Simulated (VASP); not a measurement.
OSZICAR of a VASP run on Cr (bcc, AFM order):

OSZICAR:
```
       N       E                     dE             d eps       ncg     rms          rms(c)
DAV:   1     0.231415083039E+03    0.23142E+03   -0.14531E+04  5392   0.183E+03
DAV:   2    -0.129710387815E+02   -0.24439E+03   -0.24278E+03  5632   0.500E+02
DAV:   3    -0.209501444841E+02   -0.79791E+01   -0.79347E+01  6896   0.103E+02
DAV:   4    -0.210654818123E+02   -0.11534E+00   -0.11528E+00  6424   0.125E+01
DAV:   5    -0.210682676759E+02   -0.27859E-02   -0.27858E-02  7624   0.154E+00    0.174E+01
DAV:   6    -0.179852648969E+02    0.30830E+01   -0.19520E+01  5904   0.526E+01    0.518E+00
DAV:   7    -0.180291265218E+02   -0.43862E-01   -0.38331E-01  6040   0.853E+00    0.292E+00
DAV:   8    -0.180382233539E+02   -0.90968E-02   -0.60818E-02  7008   0.196E+00    0.127E+00
DAV:   9    -0.180468998273E+02   -0.86765E-02   -0.20720E-01  6640   0.272E+00    0.594E-01
DAV:  10    -0.180497319159E+02   -0.28321E-02   -0.10760E-02  7216   0.777E-01    0.419E-01
DAV:  11    -0.180531339960E+02   -0.34021E-02   -0.87828E-02  6912   0.158E+00    0.230E-01
DAV:  12    -0.180533622344E+02   -0.22824E-03   -0.31764E-03  6528   0.454E-01    0.707E-02
DAV:  13    -0.180533689687E+02   -0.67344E-05   -0.74299E-05  7296   0.950E-02    0.360E-02
DAV:  14    -0.180533775460E+02   -0.85773E-05   -0.80892E-05  6600   0.568E-02    0.157E-02
DAV:  15    -0.180533783921E+02   -0.84609E-06   -0.20956E-05  6728   0.343E-02    0.455E-03
DAV:  16    -0.180533780268E+02    0.36532E-06   -0.29353E-06  7304   0.910E-03    0.108E-03
DAV:  17    -0.180533779994E+02    0.27329E-07   -0.33507E-08  2800   0.214E-03
   1 F= -.18053378E+02 E0= -.18053517E+02  d E =0.416215E-03  mag=    -0.0000
```

Question: Which electronic solver shows in the log?

Answer: It is blocked Davidson (ALGO = Normal, or the opening steps of other solvers). The INCAR had ALGO = Normal.

Question: How was spin treated?

Answer: Collinear spin (ISPIN = 2): the summary line carries one mag value, 0.00 μB in the cell.

Question: Can the final energy be trusted as converged?

Answer: The run converged. It stopped with EDIFF = 1E-7, NELM = 100 (RPBE GGA, plane waves, VASP's PBE PAW potentials (set 64)).

The compound is Cr in the bcc, AFM order structure. It was relaxed first.
